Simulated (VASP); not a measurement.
# MnSi2Mo2 (P4/mbm) in VASP: further runs

One crystal, MnSi2Mo2, is run at these levels: PBE; tasks: single point.

Everything below comes from runs of VASP 6.6.1. Logs are shortened: lines on timing, memory, paths and dates and some standing lists are left out, and cuts for length are marked.

### Step 1. The structure

The structure is tetragonal, space group P4/mbm (No. 127). The conventional cell has a = 6.299 Å, b = 6.299 Å, c = 3.440 Å, α = 90.00°, β = 90.00°, γ = 90.00°. Mn (site symmetry 4/m) has 4 Si at 2.55 Å and 8 Mo at 2.88 Å as nearest neighbours. Si (site symmetry m2m) has 1 Si at 1.96 Å as nearest neighbours. Around Mo (site symmetry m2m) lie 6 Si at 2.54 to 2.55 Å and 4 Mn at 2.88 Å.

The cell was built by a generator and needn't be a form met in nature.

### Step 2. Single point, PBE

The input, INCAR:

```
SYSTEM = MnSi2Mo2
ALGO = Normal
EDIFF = 1E-7
ENCUT = 520
GGA = PE
ISIF = 2
ISMEAR = -1
LASPH = .True.
LCHARG = .True.
LELF = .True.
LREAL = .False.
LVHAR = .True.
LWAVE = .False.
NBANDS = 60
NELM = 60
PREC = Accurate
SIGMA = 0.1
```

The input, KPOINTS:

```
k-points
0
Gamma
  3 3 5
  0 0 0
```

The input, POSCAR:

```
MnSi2Mo2
1.0
    6.2985690000      0.0000000000      0.0000000000
    0.0000000000      6.2985690000      0.0000000000
    0.0000000000      0.0000000000      3.4399380000
Mn Si Mo
2 4 4
Direct
    0.0000000000      0.0000000000      0.0000000000
    0.5000000000      0.5000000000      0.0000000000
    0.3900000000      0.8900000000      0.0000000000
    0.1100000000      0.3900000000      0.0000000000
    0.6100000000      0.1100000000      0.0000000000
    0.8900000000      0.6100000000      0.0000000000
    0.1800000000      0.6800000000      0.5000000000
    0.3200000000      0.1800000000      0.5000000000
    0.8200000000      0.3200000000      0.5000000000
    0.6800000000      0.8200000000      0.5000000000
```

Potentials or basis: VASP PAW PBE potentials, release 64 (Mn_pv, Si, Mo_sv).

Started as:

```bash
$ cat potpaw_PBE.64/Mn_pv/POTCAR potpaw_PBE.64/Si/POTCAR potpaw_PBE.64/Mo_sv/POTCAR > POTCAR
$ mpirun -np 1 vasp_std > vasp.out
```

OUTCAR:

```text
SYSTEM = MnSi2Mo2
   EDIFF = 1E-7
   ENCUT = 520
   GGA = PE
   ISIF = 2
   ISMEAR = -1
   LASPH = .True.
   LREAL = .False.
   NELM = 60
   PREC = Accurate

 ion  position               nearest neighbor table
   1  0.000  0.000  0.000-   3 2.55   4 2.55   5 2.55   6 2.55   7 2.88   8 2.88   9 2.88  10 2.88
                             7 2.88   8 2.88   9 2.88  10 2.88
   2  0.500  0.500  0.000-   3 2.55   4 2.55   5 2.55   6 2.55   7 2.88   8 2.88   9 2.88  10 2.88
                             7 2.88   8 2.88   9 2.88  10 2.88
   3  0.390  0.890  0.000-   5 1.96   7 2.54   7 2.54  10 2.55   8 2.55   8 2.55  10 2.55   2 2.55
                             1 2.55
   4  0.110  0.390  0.000-   6 1.96   8 2.54   8 2.54   9 2.55   7 2.55   7 2.55   9 2.55   2 2.55
                             1 2.55
   5  0.610  0.110  0.000-   3 1.96   9 2.54   9 2.54  10 2.55   8 2.55   8 2.55  10 2.55   2 2.55
                             1 2.55
   6  0.890  0.610  0.000-   4 1.96  10 2.54  10 2.54   7 2.55   7 2.55   9 2.55   9 2.55   2 2.55
                             1 2.55
   7  0.180  0.680  0.500-   3 2.54   3 2.54   6 2.55   4 2.55   4 2.55   6 2.55   2 2.88   2 2.88
                             1 2.88   1 2.88   9 3.21  10 3.27   8 3.27   8 3.27  10 3.27
   8  0.320  0.180  0.500-   4 2.54   4 2.54   5 2.55   3 2.55   3 2.55   5 2.55   2 2.88   2 2.88
                             1 2.88   1 2.88  10 3.21   7 3.27   9 3.27   7 3.27   9 3.27
   9  0.820  0.320  0.500-   5 2.54   5 2.54   6 2.55   4 2.55   4 2.55   6 2.55   2 2.88   2 2.88
                             1 2.88   1 2.88   7 3.21  10 3.27   8 3.27  10 3.27   8 3.27
  10  0.680  0.820  0.500-   6 2.54   6 2.54   3 2.55   3 2.55   5 2.55   5 2.55   2 2.88   2 2.88
                             1 2.88   1 2.88   8 3.21   9 3.27   7 3.27   9 3.27   7 3.27

  LATTYP: Found a simple tetragonal cell.
 ALAT       =     6.2985690000
 C/A-ratio  =     0.5461459579

  Lattice vectors:

 A1 = (   6.2985690000,   0.0000000000,   0.0000000000)
 A2 = (   0.0000000000,   6.2985690000,   0.0000000000)
 A3 = (   0.0000000000,   0.0000000000,   3.4399380000)

Analysis of symmetry for initial positions (statically):
=====================================================================
 Subroutine PRICEL returns:
 Original cell was already a primitive cell.

 Routine SETGRP: Setting up the symmetry group for a
 simple tetragonal supercell.

 Subroutine GETGRP returns: Found 16 space group operations
 (whereof  8 operations were pure point group operations)
 out of a pool of 16 trial point group operations.

The static configuration has the point symmetry C_4h.
 The point group associated with its full space group is D_4h.

Analysis of symmetry for dynamics (positions and initial velocities):
=====================================================================
 Subroutine PRICEL returns:
 Original cell was already a primitive cell.

[... 124 lines left out ...]
   EFERMI_NEDOS =   21; number of points for ismear=-14 and -15
   IALGO  =     38    algorithm
   IMIX   =      4    mixing-type and parameters
     AMIX     =   0.40;   BMIX     =  1.00
     AMIX_MAG =   1.60;   BMIX_MAG =  1.00
  volume/ion in A,a.u.               =      13.65        92.09
  Fermi-wavevector in a.u.,A,eV,Ry     =   1.466016  2.770369 29.241683  2.149203
  Thomas-Fermi vector in A             =   2.581804
   LORBIT       =      0    0 simple, 1 ext, 2 COOP (PROOUT), +10 PAW based schemes
   GGA     = PE    functional components
   LHFCALC =     F    Hartree Fock is set to
   AEXX    =    0.0000 exact exchange contribution
   IVDW    =     0    specifies the selected vdW correction
   LEPSILON=     F    determine dielectric tensor
   LRPA    =     F    only Hartree local field effects (RPA)
 non-spin polarized calculation
  energy-cutoff  :      520.00
  volume of cell :      136.47
 maximum number of plane-waves:      3705
 NGX is ok and might be reduce to    48
   NGX = 23   NGY = 23   NGZ = 13

 number of electron      97.9999974 magnetization

 Free energy of the ion-electron system (eV)
  ---------------------------------------------------
  ext. energy  EPLUGINS =         0.00000000
  ---------------------------------------------------
  free energy    TOTEN  =       -82.94913214 eV

  energy without entropy =      -82.58456991  energy(sigma->0) =      -82.76685102

 E-fermi :  11.7535     XC(G=0): -12.7301

 val. band max:       11.7186112755   @ k =   0.0000   0.0000   0.2000
 cond. band min:      11.8057164968   @ k =   0.0000   0.0000   0.2000
 fundamental gap:      0.0871052213
 Fermi energy:        11.7534774122

 k-point     1 :       0.0000    0.0000    0.0000
  band No.  band energies     occupation
      1     -49.5137      2.00000
      2     -49.4918      2.00000
      3     -49.4918      2.00000
      4     -49.4880      2.00000
      5     -36.1358      2.00000
      6     -36.1355      2.00000
[... 556 lines left out ...]
     59      13.7371      0.00000
     60      13.7417      0.00000

------------------------ aborting loop because EDIFF is reached ----------------------------------------

  FORCE on cell =-STRESS in cart. coord.  units (eV):
  Direction    XX          YY          ZZ          XY          YZ          ZX
  --------------------------------------------------------------------------------------
  -------------------------------------------------------------------------------------
  Total        6.1754329      6.1754329     -2.3187507      0.0000000     -0.0000000     -0.0000000
  in kB       72.5009326     72.5009326    -27.2226406      0.0000000     -0.0000000     -0.0000000
  external PRESSURE =      39.2597415 kB  Pullay stress =       0.0000000 kB

 VOLUME and BASIS-vectors are now :
 -----------------------------------------------------------------------------
  energy-cutoff  :      520.00
  volume of cell :      136.47
      direct lattice vectors                 reciprocal lattice vectors
     6.298569000  0.000000000  0.000000000     0.158766221  0.000000000  0.000000000
     0.000000000  6.298569000  0.000000000     0.000000000  0.158766221  0.000000000
     0.000000000  0.000000000  3.439938000     0.000000000  0.000000000  0.290702914

 POSITION                                       TOTAL-FORCE (eV/Angst)
 -----------------------------------------------------------------------------------
      0.00000      0.00000      0.00000        -0.000000     -0.000000      0.000000
      3.14928      3.14928      0.00000        -0.000000     -0.000000      0.000000
      2.45644      5.60573      0.00000        -5.625240     -5.625240     -0.000000
      0.69284      2.45644      0.00000         5.625240     -5.625240     -0.000000
      3.84213      0.69284      0.00000         5.625240      5.625240      0.000000
      5.60573      3.84213      0.00000        -5.625240      5.625240      0.000000
      1.13374      4.28303      1.71997        -0.068606     -0.068606      0.000000
      2.01554      1.13374      1.71997         0.068606     -0.068606     -0.000000
      5.16483      2.01554      1.71997         0.068606      0.068606      0.000000
      4.28303      5.16483      1.71997        -0.068606      0.068606      0.000000
 -----------------------------------------------------------------------------------
    total drift:                               -0.000000      0.000000     -0.000000

  FREE ENERGIE OF THE ION-ELECTRON SYSTEM (eV)
  ---------------------------------------------------
  free  energy   TOTEN  =       -82.9491321405 eV

  energy  without entropy=      -82.5845699064  energy(sigma->0) =      -82.76685102
```

OSZICAR:

```text
N       E                     dE             d eps       ncg     rms          rms(c)
DAV:   1     0.124598217307E+04    0.12460E+04   -0.54587E+04  1144   0.176E+03
DAV:   2     0.369889850227E+01   -0.12423E+04   -0.12058E+04  1088   0.539E+02
DAV:   3    -0.897039403452E+02   -0.93403E+02   -0.87700E+02  1392   0.142E+02
DAV:   4    -0.942394625669E+02   -0.45355E+01   -0.43682E+01  1336   0.255E+01
[... 10 lines left out ...]
DAV:  15    -0.829491502553E+02    0.17555E-03   -0.30929E-04  1392   0.661E-02    0.759E-02
DAV:  16    -0.829491356522E+02    0.14603E-04   -0.29427E-05  1372   0.234E-02    0.345E-02
DAV:  17    -0.829491318897E+02    0.37625E-05   -0.10794E-05  1464   0.147E-02    0.358E-03
DAV:  18    -0.829491321785E+02   -0.28877E-06   -0.49553E-07   996   0.347E-03    0.293E-03
DAV:  19    -0.829491321405E+02    0.37970E-07   -0.27383E-07   940   0.269E-03
   1 F= -.82949132E+02 E0= -.82766851E+02  d E =-.364562E+00
```

stdout:

```text
POSCAR found type information on POSCAR MnSiMo
 POSCAR found :  3 types and      10 ions
 scaLAPACK will be used
 LDA part: xc-table for (Slater+PW92), standard interpolation
 POSCAR, INCAR and KPOINTS ok, starting setup
 FFT: planning ... GRIDC
 FFT: planning ... GRID_SOFT
 FFT: planning ... GRID
 WAVECAR not read
 entering main loop
```

Wall time 66 s (1 thread of Intel Xeon 6975P-C (Granite Rapids), shared host); peak memory 0.26 GiB.

What came out:

| Quantity | Value |
| --- | --- |
| Free energy | -82.9491 eV |
| Pressure | 3.9 GPa |
| Largest force | 7.955 eV/Å |
| Band gap on the k mesh | none (metal or under the smearing width) |

Forces on the atoms (eV/Å):
```
Mn   0.000  0.000  0.000
Mn   0.000  0.000  0.000
Si  -5.625 -5.625  0.000
Si   5.625 -5.625  0.000
Si   5.625  5.625  0.000
Si  -5.625  5.625  0.000
Mo  -0.069 -0.069  0.000
Mo   0.069 -0.069  0.000
Mo   0.069  0.069  0.000
Mo  -0.069  0.069  0.000
```

Stress tensor (GPa, compression positive):
```
 7.25  0.00  0.00
 0.00  7.25  0.00
 0.00  0.00 -2.72
```

Caveat: the k mesh is coarse (spacing up to 0.37 Å⁻¹), so the values aren't converged; forces of over 1 eV/Å show positions far from the minimum, so gaps and moduli don't describe the material at rest. Spin polarisation is off, so any magnetic state and its effect on volume and gap are missing.

### Step 3. Single point, PBE

The input, INCAR:

```
PREC = Accurate ; ENCUT = 520
EDIFF = 1E-6 ; ISMEAR = -1
SIGMA = 0.1 ; LREAL = F
LASPH = T ; NELM = 100
ALGO = Fast ; ISIF = 2
LWAVE = F ; LCHARG = F
GGA = PE ; NBANDS = 60
```

The input, KPOINTS:

```
regular mesh
0
Gamma
  3 3 5
```

POSCAR is that of step 2.

Potentials or basis: VASP PAW PBE potentials, release 64 (Mn_pv, Si, Mo_sv).

Started as:

```bash
$ cat potpaw_PBE.64/Mn_pv/POTCAR potpaw_PBE.64/Si/POTCAR potpaw_PBE.64/Mo_sv/POTCAR > POTCAR
$ mpirun -np 1 vasp_std > vasp.out
```

Run time: 69 s. Hardware: 1 thread of Intel Xeon 6975P-C (Granite Rapids), shared host; peak memory 0.25 GiB.

Results (log left out):

```yaml
Free_energy: -82.9491 eV
Pressure: 3.9 GPa
Largest_force: 7.955 eV/Å
Band_gap_on_the_k_mesh: none (metal or under the smearing width)
```

Forces in eV/Å, atoms in the order of the input:
```
Mn   0.000  0.000  0.000
Mn   0.000  0.000  0.000
Si  -5.625 -5.625  0.000
Si   5.625 -5.625  0.000
Si   5.625  5.625  0.000
Si  -5.625  5.625  0.000
Mo  -0.069 -0.069  0.000
Mo   0.069 -0.069  0.000
Mo   0.069  0.069  0.000
Mo  -0.069  0.069  0.000
```

Stress tensor (GPa, compression positive):
```
 7.26  0.00  0.00
 0.00  7.26  0.00
 0.00  0.00 -2.71
```

Levels at points of the mesh, in eV from the Fermi level:
| k point | band 47 | band 48 | band 49 | band 50 | band 51 | band 52 |
| --- | --- | --- | --- | --- | --- | --- |
| (0.00, 0.00, 0.00) | -0.24 | -0.24 | -0.08 | 0.17 | 0.20 | 0.20 |

Caveat: the k mesh is coarse (spacing up to 0.37 Å⁻¹), so the values aren't converged; forces of over 1 eV/Å show positions far from the minimum, so gaps and moduli don't describe the material at rest. Spin polarisation is off, so any magnetic state and its effect on volume and gap are missing.

### Step 4. Single point, PBE

The input, INCAR:

```
PREC = Accurate
ENCUT = 520
EDIFF = 1E-6
ISMEAR = -1
SIGMA = 0.1
LREAL = F
LASPH = T
NELM = 60
ALGO = Fast
ISIF = 2
LWAVE = F
LCHARG = T
GGA = PE
LELF = T
LVHAR = T
ISYM = 0
NBANDS = 60
```

The input, KPOINTS:

```
Automatic mesh
0
Gamma
  3 3 5
```

POSCAR is that of step 3.

Started as:

```bash
$ cat potpaw_PBE.64/Mn_pv/POTCAR potpaw_PBE.64/Si/POTCAR potpaw_PBE.64/Mo_sv/POTCAR > POTCAR
$ mpirun -np 1 vasp_std > vasp.out
```

Run time: 2.5 min. Hardware: 1 thread of Intel Xeon 6975P-C (Granite Rapids), shared host; peak memory 0.31 GiB.

It converged, with:

* Free energy: -82.9491 eV
* Pressure: 3.9 GPa
* Largest force: 7.955 eV/Å
* Band gap on the k mesh: none (metal or under the smearing width)

Forces in eV/Å, atoms in the order of the input:
```
Mn   0.000  0.000  0.000
Mn   0.000  0.000  0.000
Si  -5.625 -5.625  0.000
Si   5.625 -5.625  0.000
Si   5.625  5.625  0.000
Si  -5.625  5.625  0.000
Mo  -0.069 -0.069  0.000
Mo   0.069 -0.069  0.000
Mo   0.069  0.069  0.000
Mo  -0.069  0.069  0.000
```

Stress tensor (GPa, compression positive):
```
 7.26  0.00  0.00
 0.00  7.26  0.00
 0.00  0.00 -2.72
```

Levels at points of the mesh, in eV from the Fermi level:
```
           k point  band 46  band 47  band 48  band 49  band 50  band 51  band 52  band 53
(0.00, 0.00, 0.00)    -0.91    -0.24    -0.24    -0.08     0.17     0.20     0.20     0.25
```

Caveat: the k mesh is coarse (spacing up to 0.37 Å⁻¹), so the values aren't converged; forces of over 1 eV/Å show positions far from the minimum, so gaps and moduli don't describe the material at rest.
